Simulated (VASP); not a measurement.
Input:

```xyz
6
Lattice="4.1727 0.0000 0.0000 0.0000 4.1727 0.0000 0.0000 0.0000 4.1727" Properties=species:S:1:pos:R:3 pbc="T T T"
Cu     3.1295     1.0432     3.1295
Cu     1.0432     3.1295     3.1295
Cu     3.1295     3.1295     1.0432
Cu     1.0432     1.0432     1.0432
O      4.1727     4.1727     4.1727
O      2.0864     2.0864     2.0864
```

Computed with PBE GGA with D3 dispersion (Becke-Johnson damping), VASP's PBE PAW potentials (set 64) (plane waves; VASP 6.6.1). Numerical set-up: 520 eV cut-off, 5×5×5 Γ-centred mesh, Gaussian smearing of 0.050 eV, potentials Cu O.

Problem. Give the stress tensor in GPa (positive for a compressed cell).

Solution. 
```
8.92  0.00  0.00
0.00  8.92  0.00
0.00  0.00  8.92
```
The pressure is its mean diagonal, 8.92 GPa.

The compound is Cu2O in the cuprite structure. This cell is one point of a volume scan, at 0.94 of the reference volume.
